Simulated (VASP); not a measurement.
An input for Quantum ESPRESSO's pw.x (written as the equivalent of a VASP run, and not itself run):

```
&CONTROL
  calculation = 'scf'
  pseudo_dir = './pseudo'
  outdir = './out'
  tprnfor = .true.
  tstress = .true.
/
&SYSTEM
  ibrav = 0
  nat = 2
  ntyp = 2
  ecutwfc = 84
  occupations = 'smearing'
  smearing = 'methfessel-paxton'
  degauss = 0.00735
  input_dft = 'vdw-df2'
/
&ELECTRONS
  conv_thr = 7.3e-09
  electron_maxstep = 100
/
ATOMIC_SPECIES
  Ti 47.867 Ti.upf
  N 14.007 N.upf
CELL_PARAMETERS angstrom
     0.0000000    2.2054920    2.2054920
     2.2054920    0.0000000    2.2054920
     2.2054920    2.2054920    0.0000000
ATOMIC_POSITIONS crystal
  Ti   0.0000000  0.0000000  0.0000000
  N    0.5000000  0.5000000  0.5000000
K_POINTS automatic
  14 14 14 0 0 0
```

### Question
Write the VASP files for the same calculation (vdW-DF2).

### Answer
Several could match; the one computed here: 
### POSCAR
```
TiN
1.0
  0.0000000000   2.2054919953   2.2054919953
  2.2054919953   0.0000000000   2.2054919953
  2.2054919953   2.2054919953   0.0000000000
Ti N
1 1
Cart
  0.0000000000   0.0000000000   0.0000000000
  2.2054919953   2.2054919953   2.2054919953
```

### KPOINTS
```
Automatic mesh
0
Gamma
 14 14 14
0 0 0
```

**INCAR**
```
LREAL=.FALSE.   # projection in real space or not
PREC=Accurate
ALGO=Normal
NELM=100
ISMEAR=1   # Methfessel-Paxton
EDIFF=1E-7   # SCF stop (eV)
AGGAC=0.0
LMAXMIX=4
LASPH=.TRUE.   # aspherical one-centre terms
GGA=ML
LWAVE=.FALSE.
SYSTEM=TiN
LCHARG=.FALSE.
ISIF=2   # forces and stress, cell fixed
ENCUT=520   # plane-wave cut-off (eV)
LUSE_VDW=.TRUE.
ZAB_VDW=-1.8867
SIGMA=0.1
```

POTCAR, in this order: Ti_sv N (PBE.64 set). Program: vasp_std.

What does not carry over: the potentials are each code's own (VASP's PAW set, PseudoDojo norm-conserving files in pw.x), so ENCUT and ecutwfc are chosen apart and not converted; conv_thr bounds pw.x's estimated SCF error, while EDIFF bounds the energy change between steps.

The compound is TiN in the rock salt structure. This cell is one point of a volume scan, at 1.06 of the reference volume.
